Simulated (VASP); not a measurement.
# Initial- and final-state core-level shifts of CsAl20, part 2 of 3

Wanted: the chemical shifts that photoemission would resolve in CsAl20.

VASP 6.6.1, plane waves and PAW; the level of theory is named at each step.

So far. Step 2 (Relaxation): The forces on the free atoms are under 0.05 eV/Å, while the fixed ones keep up to 0.43 eV/Å.

## (3) Initial state

Level of this step: PBE; plane waves and PAW (Cs_sv, Al) (VASP).

The cell without a hole gives, with ICORELEVEL = 1, the Kohn-Sham core levels of the initial state.

The input, INCAR:

```
SYSTEM = CsAl20
PREC = Normal
ENCUT = 330
EDIFF = 1E-05
NELM = 120
ISMEAR = 0
SIGMA = 0.1
LREAL = Auto
ALGO = Fast
GGA = PE
NBANDS = 55
LORBIT = 11
LWAVE = .FALSE.
LCHARG = .FALSE.
NCORE = 8
ICORELEVEL = 1
ISIF = 0
LVHAR = .TRUE.
```

The input, POSCAR:

```
CsAl20
1.0
    8.0800000000      0.0000000000      0.0000000000
    0.0000000000      5.7134227920      0.0000000000
    0.0000000000      0.0000000000     23.2134227920
Cs Al
1 20
Direct
    0.2501614602      0.0000000000      0.6820033651
    0.9886441878      0.0000000000      0.5612238043
    0.5113844418      0.0000000000      0.5612191494
    0.0011485827      0.5000000000      0.5654692701
    0.4988828949      0.5000000000      0.5654637141
    0.2499981422      0.2496120684      0.5084667099
    0.7500000721      0.2555152135      0.5065119806
    0.2499981422      0.7503879316      0.5084667099
    0.7500000721      0.7444847865      0.5065119806
    0.0000000000      0.0000000000      0.4461518450
    0.5000000000      0.0000000000      0.4461518450
    0.0000000000      0.5000000000      0.4461518450
    0.5000000000      0.5000000000      0.4461518450
    0.2500000000      0.2500000000      0.3846203890
    0.7500000000      0.2500000000      0.3846203890
    0.2500000000      0.7500000000      0.3846203890
    0.7500000000      0.7500000000      0.3846203890
    0.0000000000      0.0000000000      0.3230889330
    0.5000000000      0.0000000000      0.3230889330
    0.0000000000      0.5000000000      0.3230889330
    0.5000000000      0.5000000000      0.3230889330
```

The input, KPOINTS:

```
Automatic mesh
0
Gamma
3 4 1
0 0 0
```

Potentials, in the order of the species: Cs_sv and Al (PBE family, release 64).

Run with:

```bash
> mpirun -np 8 vasp_std
```

The program printed:

```text
[banner, memory and clock lines left out]
running    8 mpi-ranks, on    1 nodes
 distrk:  each k-point on    8 cores,    1 groups
 distr:  one band on    8 cores,    1 groups

 POSCAR found type information on POSCAR CsAl
 POSCAR found :  2 types and      21 ions
 [... a notice as in an earlier step ...]

 LDA part: xc-table for (Slater+PW92), standard interpolation
 POSCAR, INCAR and KPOINTS ok, starting setup
 FFT: planning ... GRIDC
 FFT: planning ... GRID_SOFT
 FFT: planning ... GRID
 WAVECAR not read
 entering main loop
       N       E                     dE             d eps       ncg     rms          rms(c)
DAV:   1     0.229630206487E+03    0.22963E+03   -0.16340E+04   660   0.621E+02
DAV:   2    -0.506149989116E+02   -0.28025E+03   -0.26681E+03   898   0.138E+02
DAV:   3    -0.760215128333E+02   -0.25407E+02   -0.24955E+02   816   0.392E+01
DAV:   4    -0.768539418197E+02   -0.83243E+00   -0.83062E+00   856   0.896E+00
DAV:   5    -0.769178767476E+02   -0.63935E-01   -0.63929E-01  1025   0.243E+00    0.709E+00
RMM:   6    -0.719959943495E+02    0.49219E+01   -0.85786E+00   701   0.309E+00    0.373E+00
RMM:   7    -0.713467688850E+02    0.64923E+00   -0.15692E+00   834   0.226E+00    0.204E+00
RMM:   8    -0.711322840507E+02    0.21448E+00   -0.81438E-01   897   0.148E+00    0.120E+00
RMM:   9    -0.709527865105E+02    0.17950E+00   -0.31793E-01   990   0.956E-01    0.622E-01
RMM:  10    -0.709182158376E+02    0.34571E-01   -0.10678E-01   942   0.650E-01    0.225E-01
RMM:  11    -0.709110180305E+02    0.71978E-02   -0.55618E-02  1058   0.395E-01    0.212E-01
RMM:  12    -0.709169170911E+02   -0.58991E-02   -0.11466E-02   941   0.229E-01    0.723E-02
RMM:  13    -0.709194227666E+02   -0.25057E-02   -0.67709E-03  1028   0.149E-01    0.521E-02
RMM:  14    -0.709227945456E+02   -0.33718E-02   -0.22455E-03   927   0.977E-02    0.238E-02
RMM:  15    -0.709235813851E+02   -0.78684E-03   -0.83868E-04   937   0.547E-02    0.166E-02
RMM:  16    -0.709240943459E+02   -0.51296E-03   -0.51983E-04   830   0.366E-02    0.855E-03
RMM:  17    -0.709244472550E+02   -0.35291E-03   -0.15874E-04   781   0.213E-02    0.697E-03
RMM:  18    -0.709247357579E+02   -0.28850E-03   -0.83368E-05   724   0.136E-02    0.352E-03
RMM:  19    -0.709249894799E+02   -0.25372E-03   -0.65158E-05   726   0.102E-02    0.219E-03
RMM:  20    -0.709251001104E+02   -0.11063E-03   -0.24494E-05   647   0.679E-03    0.182E-03
RMM:  21    -0.709251431248E+02   -0.43014E-04   -0.67165E-06   569   0.461E-03    0.114E-03
RMM:  22    -0.709251591223E+02   -0.15998E-04   -0.37426E-06   522   0.368E-03    0.787E-04
RMM:  23    -0.709251629849E+02   -0.38626E-05   -0.10034E-06   454   0.293E-03
   1 F= -.70925163E+02 E0= -.70901431E+02  d E =-.474649E-01
```

Elapsed: 13 s, on 8 MPI ranks of Intel Xeon 6975P-C (Granite Rapids), shared host; peak memory 1.1 GiB; 86 s of CPU time.

From OUTCAR (step 3):

```text
The static configuration has the point symmetry C_1h.

 Found      6 irreducible k-points:

   k-points           NKPTS =      6   k-points in BZ     NKDIM =      6   number of bands    NBANDS=     55

   NELECT =      69.0000    total number of electrons

 the core state eigenenergies are
   1-  1s -35786.2757  2s  -5609.6659  2p  -5031.0605  3s  -1163.0790  3p   -976.9799
       3d   -704.0793  4s   -216.2188  4p   -156.7412  4d    -70.2187
   2-  1s  -1505.1402  2s   -102.4381  2p    -63.8953
   3-  1s  -1505.1397  2s   -102.4378  2p    -63.8950
   4-  1s  -1505.3731  2s   -102.5830  2p    -64.0448
   5-  1s  -1505.3728  2s   -102.5829  2p    -64.0446
   6-  1s  -1505.2869  2s   -102.5219  2p    -63.9809
   7-  1s  -1505.1386  2s   -102.4208  2p    -63.8774
   8-  1s  -1505.2869  2s   -102.5219  2p    -63.9809
   9-  1s  -1505.1386  2s   -102.4208  2p    -63.8774
  10-  1s  -1505.2096  2s   -102.4745  2p    -63.9315
  11-  1s  -1505.2095  2s   -102.4745  2p    -63.9315
  12-  1s  -1505.2613  2s   -102.5080  2p    -63.9660
  13-  1s  -1505.2613  2s   -102.5080  2p    -63.9660
  14-  1s  -1505.2980  2s   -102.5226  2p    -63.9822
  15-  1s  -1505.2836  2s   -102.5110  2p    -63.9704
  16-  1s  -1505.2980  2s   -102.5226  2p    -63.9822
  17-  1s  -1505.2836  2s   -102.5110  2p    -63.9704
  18-  1s  -1505.5473  2s   -102.7069  2p    -64.1718
  19-  1s  -1505.5473  2s   -102.7070  2p    -64.1719
  20-  1s  -1505.5533  2s   -102.7142  2p    -64.1791
  21-  1s  -1505.5533  2s   -102.7143  2p    -64.1792

 E-fermi :   0.9529

 k-point     1 :       0.0000    0.0000    0.0000
  band No.  band energies     occupation
    ...
     31      -0.1774      2.00000
     32      -0.0630      2.00000
     33       0.0447      2.00000
     34       0.1415      2.00000
     35       0.7674      1.99132
     36       1.1404      0.00802
     37       1.2273      0.00010
     38       1.5092      0.00000
     39       1.5323      0.00000
     40       1.5488      0.00000
    ...

 k-point     2 :       0.3333    0.0000    0.0000
  band No.  band energies     occupation
    ...
     33       0.2800      2.00000
     34       0.6247      2.00000
     35       0.6572      1.99997
     36       0.8260      1.92738
     37       0.9463      1.07487
     38       1.1430      0.00720
     39       1.4067      0.00000
     40       1.6382      0.00000
     41       1.8497      0.00000
     42       1.9886      0.00000
    ...

 POSITION                                       TOTAL-FORCE (eV/Angst)
 -----------------------------------------------------------------------------------
      2.02130      0.00000     15.83163        -0.000742      0.000000      0.018019
      7.98825      0.00000     13.02793        -0.033059      0.000000     -0.030232
      4.13199      0.00000     13.02782         0.032640      0.000000     -0.030947
      0.00928      2.85671     13.12648         0.019574      0.000000      0.032759
      4.03097      2.85671     13.12635        -0.020741      0.000000      0.033387
      2.01998      1.42614     11.80325         0.000412      0.007883     -0.068850
      6.06000      1.45987     11.75788         0.000662      0.011699     -0.080783
      2.01998      4.28728     11.80325         0.000412     -0.007883     -0.068850
      6.06000      4.25356     11.75788         0.000662     -0.011699     -0.080783
      0.00000      0.00000     10.35671        -0.004233      0.000000     -0.396132
      4.04000      0.00000     10.35671         0.004237      0.000000     -0.396439
      0.00000      2.85671     10.35671         0.096693      0.000000     -0.169427
      4.04000      2.85671     10.35671        -0.096756      0.000000     -0.169666
      2.02000      1.42836      8.92836        -0.000005      0.011654     -0.029699
      6.06000      1.42836      8.92836         0.000022     -0.028802     -0.074544
      2.02000      4.28507      8.92836        -0.000005     -0.011654     -0.029699
      6.06000      4.28507      8.92836         0.000022      0.028802     -0.074544
      0.00000      0.00000      7.50000        -0.004019      0.000000      0.399585
      4.04000      0.00000      7.50000         0.004106      0.000000      0.399609
      0.00000      2.85671      7.50000         0.022113      0.000000      0.408591
      4.04000      2.85671      7.50000        -0.021995      0.000000      0.408645
 -----------------------------------------------------------------------------------
    total drift:                               -0.000406      0.000000     -0.012811

  FREE ENERGIE OF THE ION-ELECTRON SYSTEM (eV)
  ---------------------------------------------------
  free  energy   TOTEN  =       -70.9251629849 eV

  energy  without entropy=      -70.8776980924  energy(sigma->0) =      -70.90143054

 total charge
# of ion       s       p       d       tot
------------------------------------------
    1        1.850   4.681   0.043   6.574
    2        0.468   0.326   0.000   0.793
    3        0.468   0.326   0.000   0.793
    4        0.466   0.305   0.000   0.771
    5        0.466   0.305   0.000   0.771
    6        0.432   0.339   0.000   0.772
    7        0.432   0.351   0.000   0.783
    8        0.432   0.339   0.000   0.772
    9        0.432   0.351   0.000   0.783
   10        0.421   0.356   0.000   0.777
   11        0.421   0.356   0.000   0.777
   12        0.422   0.351   0.000   0.773
   13        0.422   0.351   0.000   0.773
   14        0.433   0.336   0.000   0.769
   15        0.432   0.337   0.000   0.770
   16        0.433   0.336   0.000   0.769
   17        0.432   0.337   0.000   0.770
   18        0.476   0.284   0.000   0.760
   19        0.476   0.284   0.000   0.760
   20        0.478   0.283   0.000   0.761
   21        0.478   0.283   0.000   0.761
--------------------------------------------------
tot         10.771  11.215   0.043  22.029

[... 5 parts as in an earlier step ...]

[... 6 further parts left out ...]
```

These are scalar-relativistic Kohn-Sham levels of the ground state, with no core hole, so they are not binding energies.

This step gave:

```
free energy (TOTEN)     : -70.9252 eV
energy at zero smearing : -70.9014 eV
Fermi energy            : 0.9529 eV
```

The two shallowest core shells; atoms whose shallowest level rounds to another's at 0.01 eV are left out. Core levels, by row:

```csv
atom,shell,level below the Fermi level (eV)
Cs1,4p,157.7
Cs1,4d,71.17
Al2,2s,103.4
Al2,2p,64.85
Al4,2s,103.5
Al4,2p,65
Al6,2s,103.5
Al6,2p,64.93
Al7,2s,103.4
Al7,2p,64.83
Al10,2s,103.4
Al10,2p,64.88
Al12,2s,103.5
Al12,2p,64.92
Al14,2s,103.5
Al14,2p,64.94
Al18,2s,103.7
Al18,2p,65.12
Al20,2s,103.7
Al20,2p,65.13
```

## (4) Core hole, atom Al3

This step: final-state core hole with the electron kept at the Fermi level, PBE; plane waves and PAW (Al, Cs_sv, Al) (VASP 6.6.1).

System of this step: CsAl20. The cell holds 21 atoms: 20 Al and 1 Cs. Its edges and angles: a = 8.080 Å, b = 5.713 Å, c = 23.213 Å, α = 90.0°, β = 90.0°, γ = 90.0°. It derives from Al. Adsorbate: added Cs, site longbridge, coverage in monolayers 0.25, cell 2x2, faces one. Vacuum lies along c.

A core electron of Al3 (2p) is moved to the Fermi level; this atom comes first in POSCAR as a species of its own.

INCAR, as its differences from that of step 3:

```diff
@@ -11,3 +11,2 @@
 NBANDS = 55
-LORBIT = 11
 LWAVE = .FALSE.
@@ -15,4 +14,7 @@
 NCORE = 8
-ICORELEVEL = 1
+ICORELEVEL = 2
+CLNT = 1
+CLN = 2
+CLL = 1
+CLZ = 1
 ISIF = 0
-LVHAR = .TRUE.
```

POSCAR, as its differences from that of step 3:

```diff
@@ -5,8 +5,8 @@
     0.0000000000      0.0000000000     23.2134227920
-Cs Al
-1 20
+Al Cs Al
+1 1 19
 Direct
+    0.5113844418      0.0000000000      0.5612191494
     0.2501614602      0.0000000000      0.6820033651
     0.9886441878      0.0000000000      0.5612238043
-    0.5113844418      0.0000000000      0.5612191494
     0.0011485827      0.5000000000      0.5654692701
```

KPOINTS is that of step 3.

PAW data sets: Al, Cs_sv and Al (PBE family, release 64).

Run with:

```bash
> mpirun -np 8 vasp_std
```

The program printed:

```text
[banner, memory and clock lines left out]
running    8 mpi-ranks, on    1 nodes
 distrk:  each k-point on    8 cores,    1 groups
 distr:  one band on    8 cores,    1 groups

 POSCAR found type information on POSCAR AlCsAl
 POSCAR found :  3 types and      21 ions
 [... a notice as in an earlier step ...]

 LDA part: xc-table for (Slater+PW92), standard interpolation
 POSCAR, INCAR and KPOINTS ok, starting setup
 FFT: planning ... GRIDC
 FFT: planning ... GRID_SOFT
 FFT: planning ... GRID
 WAVECAR not read
 entering main loop
       N       E                     dE             d eps       ncg     rms          rms(c)
DAV:   1     0.230266002072E+03    0.23027E+03   -0.16892E+04   660   0.637E+02
DAV:   2    -0.599711983240E+02   -0.29024E+03   -0.27621E+03   865   0.142E+02
DAV:   3    -0.873922365691E+02   -0.27421E+02   -0.26905E+02   832   0.414E+01
DAV:   4    -0.883559147269E+02   -0.96368E+00   -0.96155E+00   848   0.957E+00
DAV:   5    -0.884330907278E+02   -0.77176E-01   -0.77169E-01  1073   0.255E+00    0.137E+01
RMM:   6    -0.815366584545E+02    0.68964E+01   -0.13548E+01   749   0.552E+00    0.463E+00
RMM:   7    -0.806550428602E+02    0.88162E+00   -0.32143E+00   806   0.326E+00    0.347E+00
RMM:   8    -0.797413497929E+02    0.91369E+00   -0.10085E+00   842   0.200E+00    0.250E+00
RMM:   9    -0.794128900823E+02    0.32846E+00   -0.87016E-01   908   0.171E+00    0.785E-01
RMM:  10    -0.793628777685E+02    0.50012E-01   -0.33988E-01  1083   0.979E-01    0.470E-01
RMM:  11    -0.793573110233E+02    0.55667E-02   -0.49225E-02   987   0.478E-01    0.282E-01
RMM:  12    -0.793516955347E+02    0.56155E-02   -0.31638E-02  1007   0.346E-01    0.153E-01
RMM:  13    -0.793558253793E+02   -0.41298E-02   -0.14668E-02  1038   0.228E-01    0.794E-02
RMM:  14    -0.793599517710E+02   -0.41264E-02   -0.37628E-03   994   0.138E-01    0.705E-02
RMM:  15    -0.793620582427E+02   -0.21065E-02   -0.21513E-03   997   0.869E-02    0.276E-02
RMM:  16    -0.793628132339E+02   -0.75499E-03   -0.82487E-04   958   0.569E-02    0.300E-02
RMM:  17    -0.793631366117E+02   -0.32338E-03   -0.26518E-04   876   0.334E-02    0.101E-02
RMM:  18    -0.793636016414E+02   -0.46503E-03   -0.18976E-04   782   0.248E-02    0.578E-03
RMM:  19    -0.793638740419E+02   -0.27240E-03   -0.58946E-05   725   0.148E-02    0.482E-03
RMM:  20    -0.793641466477E+02   -0.27261E-03   -0.80218E-05   735   0.125E-02    0.232E-03
RMM:  21    -0.793642294198E+02   -0.82772E-04   -0.22798E-05   689   0.849E-03    0.214E-03
RMM:  22    -0.793642721090E+02   -0.42689E-04   -0.80353E-06   632   0.635E-03    0.133E-03
RMM:  23    -0.793642902163E+02   -0.18107E-04   -0.43578E-06   577   0.509E-03    0.695E-04
RMM:  24    -0.793642950066E+02   -0.47903E-05   -0.16846E-06   536   0.415E-03
   1 F= -.79364295E+02 E0= -.79327864E+02  d E =-.728619E-01
```

The job ended after 13 s (8 MPI ranks; peak memory 1.1 GiB; 85 s of CPU time).

From OUTCAR (step 4):

```text
The static configuration has the point symmetry C_1h.

 Found      6 irreducible k-points:

   NELECT =      70.0000    total number of electrons

 the core state eigenenergies are
   1-  1s  -1541.7780  2s   -122.4782  2p    -85.0290
   2-  1s -35786.2115  2s  -5609.6017  2p  -5030.9963  3s  -1163.0141  3p   -976.9150
       3d   -704.0145  4s   -216.1527  4p   -156.6750  4d    -70.1522
   3-  1s  -1505.0944  2s   -102.4001  2p    -63.8569
   4-  1s  -1505.4181  2s   -102.6215  2p    -64.0836
   5-  1s  -1505.4860  2s   -102.6617  2p    -64.1258
   6-  1s  -1505.3686  2s   -102.5812  2p    -64.0413
   7-  1s  -1505.2366  2s   -102.4887  2p    -63.9467
   8-  1s  -1505.3686  2s   -102.5812  2p    -64.0413
   9-  1s  -1505.2366  2s   -102.4887  2p    -63.9467
  10-  1s  -1505.2524  2s   -102.4995  2p    -63.9576
  11-  1s  -1505.3789  2s   -102.5965  2p    -64.0557
  12-  1s  -1505.1910  2s   -102.4573  2p    -63.9143
  13-  1s  -1505.2098  2s   -102.4757  2p    -63.9329
  14-  1s  -1505.3244  2s   -102.5462  2p    -64.0059
  15-  1s  -1505.3179  2s   -102.5418  2p    -64.0014
  16-  1s  -1505.3244  2s   -102.5462  2p    -64.0059
  17-  1s  -1505.3179  2s   -102.5418  2p    -64.0014
  18-  1s  -1505.4803  2s   -102.6497  2p    -64.1145
  19-  1s  -1505.6145  2s   -102.7705  2p    -64.2353
  20-  1s  -1505.5173  2s   -102.6850  2p    -64.1498
  21-  1s  -1505.6565  2s   -102.8077  2p    -64.2729

 E-fermi :   0.9093

 k-point     1 :       0.0000    0.0000    0.0000
  band No.  band energies     occupation
    ...
     32      -0.1554      2.00000
     33      -0.1189      2.00000
     34       0.0014      2.00000
     35       0.6958      1.99747
     36       0.8072      1.85135
     37       1.1446      0.00088
     38       1.3975      0.00000
     39       1.5067      0.00000
     40       1.5307      0.00000
     41       1.5488      0.00000
    ...

 k-point     2 :       0.3333    0.0000    0.0000
  band No.  band energies     occupation
    ...
     33       0.1236      2.00000
     34       0.4987      2.00000
     35       0.5869      1.99999
     36       0.8053      1.85875
     37       0.8613      1.50337
     38       1.0038      0.18164
     39       1.2339      0.00000
     40       1.5632      0.00000
     41       1.8318      0.00000
     42       1.9056      0.00000
    ...

 POSITION                                       TOTAL-FORCE (eV/Angst)
 -----------------------------------------------------------------------------------
      4.13199      0.00000     13.02782         0.027817      0.000000     -0.828954
      2.02130      0.00000     15.83163         0.111465      0.000000     -0.081090
      7.98825      0.00000     13.02793        -0.008380      0.000000     -0.052323
      0.00928      2.85671     13.12648         0.028221      0.000000     -0.002935
      4.03097      2.85671     13.12635        -0.037040      0.000000      0.001757
      2.01998      1.42614     11.80325         0.103443     -0.094527      0.011830
      6.06000      1.45987     11.75788        -0.156766     -0.126248      0.063659
      2.01998      4.28728     11.80325         0.103443      0.094527      0.011830
      6.06000      4.25356     11.75788        -0.156766      0.126248      0.063659
      0.00000      0.00000     10.35671         0.015166      0.000000     -0.353995
      4.04000      0.00000     10.35671        -0.003507      0.000000     -0.063251
      0.00000      2.85671     10.35671         0.089862      0.000000     -0.202277
      4.04000      2.85671     10.35671        -0.091382      0.000000     -0.177278
      2.02000      1.42836      8.92836        -0.025822     -0.086939      0.054562
      6.06000      1.42836      8.92836         0.020409     -0.098948      0.013292
      2.02000      4.28507      8.92836        -0.025822      0.086939      0.054562
      6.06000      4.28507      8.92836         0.020409      0.098948      0.013292
      0.00000      0.00000      7.50000         0.025695      0.000000      0.368991
      4.04000      0.00000      7.50000        -0.010739      0.000000      0.392678
      0.00000      2.85671      7.50000        -0.005803      0.000000      0.379403
      4.04000      2.85671      7.50000        -0.023905      0.000000      0.332590
 -----------------------------------------------------------------------------------
    total drift:                               -0.002897      0.000000     -0.009391

  FREE ENERGIE OF THE ION-ELECTRON SYSTEM (eV)
  ---------------------------------------------------
  free  energy   TOTEN  =       -79.3642950066 eV

  energy  without entropy=      -79.2914331166  energy(sigma->0) =      -79.32786406

[... 7 parts as in an earlier step ...]

[... 5 further parts left out ...]
```

Numbers from this step:

```
free energy (TOTEN)     : -79.3643 eV
energy at zero smearing : -79.3279 eV
Fermi energy            : 0.9093 eV
```

This is the reference for holes on Al.

[end of part 2 of 3]

[Lines on the potential files, build, host, timing and source positions are cut from VASP's logs without a mark.]

[Logs are printed without paths, hosts, clocks, repeated set-up lines and the standing remarks that a program may print on its own settings, such as how far it seeks lower states.]

[Hosts, paths, dates, database ids (printed as entryN), source tags and the programs' standing remarks are cut or masked in the printed files.]
